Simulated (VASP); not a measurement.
Output of a VASP run:

**OSZICAR**
```
       N       E                     dE             d eps       ncg     rms          rms(c)
DAV:   1     0.701412685023E+01    0.70141E+01   -0.50667E+03  1096   0.898E+02
DAV:   2    -0.148022678340E+02   -0.21816E+02   -0.20886E+02  1088   0.129E+02
DAV:   3    -0.150324110355E+02   -0.23014E+00   -0.23014E+00  1176   0.144E+01
DAV:   4    -0.150327308478E+02   -0.31981E-03   -0.31981E-03  1200   0.501E-01
DAV:   5    -0.150327309853E+02   -0.13750E-06   -0.13750E-06  1192   0.783E-03    0.710E+00
DAV:   6    -0.135090888941E+02    0.15236E+01   -0.97860E+00   896   0.221E+01    0.223E+00
DAV:   7    -0.134689599650E+02    0.40129E-01   -0.44952E-02   944   0.258E+00    0.125E+00
DAV:   8    -0.134455466581E+02    0.23413E-01   -0.23601E-02   896   0.209E+00    0.131E-01
DAV:   9    -0.134454689756E+02    0.77682E-04   -0.16190E-04  1376   0.132E-01    0.791E-02
DAV:  10    -0.134454462106E+02    0.22765E-04   -0.35951E-05   928   0.750E-02    0.734E-03
DAV:  11    -0.134454454591E+02    0.75146E-06   -0.31079E-06  1056   0.116E-02    0.236E-03
DAV:  12    -0.134454454329E+02    0.26232E-07   -0.18713E-07   680   0.345E-03
   1 F= -.13445445E+02 E0= -.13445445E+02  d E =-.364900E-13
```

**OUTCAR**
```
------------------------ aborting loop because EDIFF is reached ----------------------------------------
  FORCE on cell =-STRESS in cart. coord.  units (eV):
  Direction    XX          YY          ZZ          XY          YZ          ZX
  --------------------------------------------------------------------------------------
  Total        0.0056630      0.0056630      0.0056630      0.0000000      0.0000000      0.0000000
  in kB        0.5093990      0.5093990      0.5093990      0.0000000      0.0000000      0.0000000
  external PRESSURE =       0.5093990 kB  Pullay stress =       0.0000000 kB
  volume of cell :       17.81
      direct lattice vectors                 reciprocal lattice vectors
     0.000000000  2.072797197  2.072797197    -0.241219932  0.241219932  0.241219932
     2.072797197  0.000000000  2.072797197     0.241219932 -0.241219932  0.241219932
     2.072797197  2.072797197  0.000000000     0.241219932  0.241219932 -0.241219932
  FREE ENERGIE OF THE ION-ELECTRON SYSTEM (eV)
  ---------------------------------------------------
  free  energy   TOTEN  =       -13.4454454329 eV

  energy  without entropy=      -13.4454454329  energy(sigma->0) =      -13.44544543
```
(Selected blocks of OUTCAR.)

POSCAR:
```
MgO
1
    0.0000000000     2.0727971973     2.0727971973
    2.0727971973     0.0000000000     2.0727971973
    2.0727971973     2.0727971973     0.0000000000
Mg O
1 1
Direct
  0.0000000000   0.0000000000   0.0000000000
  0.5000000000   0.5000000000   0.5000000000
```

Problem. Write an INCAR and KPOINTS that could have produced this output.

Solution. Several could match; the one computed here: the input of the run itself, LDA (Ceperley-Alder, Perdew-Zunger), plane waves, VASP's LDA PAW potentials (set 64).

**KPOINTS**
```
Automatic mesh
0
Gamma
11 11 11
0 0 0
```

INCAR:
```
# general
SYSTEM = MgO
PREC   = Accurate
ENCUT  = 520
LREAL  = .False.
LASPH  = .True.   # aspherical one-centre terms

# electronic loop
EDIFF  = 1E-7
NELM   = 100
ALGO   = Normal

# smearing
ISMEAR = 0   # Gaussian
SIGMA  = 0.05   # width (eV)

# ions
ISIF   = 2   # forces and stress, cell fixed

# output
LWAVE  = .False.
LCHARG = .False.
```

POTCAR, in this order: Mg O (LDA.64 set). Program: vasp_std.

The compound is MgO in the rock salt structure. It was relaxed first.
